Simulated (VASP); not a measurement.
Consider the following.

```
W
1.0
   -1.60198     1.60198     1.60198
    1.60198    -1.60198     1.60198
    1.60198     1.60198    -1.60198
W
1
Direct
  0.00000   0.00000   0.00000
```

These are LDA (Ceperley-Alder, Perdew-Zunger), VASP's LDA PAW potentials (set 64) (plane waves; VASP 6.6.1) values and carry that method's errors. Numerical set-up: 520 eV cut-off, 16×16×16 Γ-centred mesh, first-order Methfessel-Paxton smearing of 0.10 eV, potentials W_sv.

Unless said otherwise, spin-orbit coupling is left out, though it shifts the bands of the heavy elements here.

### Question
Estimate the energy per atom (σ→0), pressure, band gap (on the k-mesh) with the smallest direct gap where there is one.

### Answer

```
Quantity                                                     Value
------------------------  ----------------------------------------
band gap (on the k-mesh)  none (metal, semimetal or under 0.01 eV)
energy per atom (σ→0)                              -14.053 eV/atom
pressure                                                -17.88 GPa
```

Total energies compare only between runs with the same potentials, cut-off and functional.

The compound is W in the bcc structure. This cell is one point of a volume scan, at 1.06 of the reference volume.
